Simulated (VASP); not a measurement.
Given:

```
CELL_PARAMETERS angstrom
      0.00000     3.30584     3.30584
      3.30584     0.00000     3.30584
      3.30584     3.30584     0.00000
ATOMIC_POSITIONS crystal
  Na 0.25000 0.25000 0.25000
  Na 0.75000 0.75000 0.75000
  S  0.00000 0.00000 0.00000
```

Calculation: AM05 GGA, VASP's PBE PAW potentials (set 64) (plane waves; VASP). Run with 520 eV cut-off, 6×6×6 Γ-centred mesh, Gaussian smearing of 0.050 eV, potentials Na_pv S.

What does the run give for the energy per atom (σ→0), band gap (on the k-mesh) with the smallest direct gap where there is one?

```yaml
band gap (on the k-mesh): 2.43 eV
smallest direct gap (on the k-mesh): 2.43 eV
energy per atom (σ→0): -3.294 eV/atom
```

Only differences to runs with the same potentials and settings are physical.

The compound is Na2S in the antifluorite structure. This cell is one point of a volume scan, at 1.03 of the reference volume.
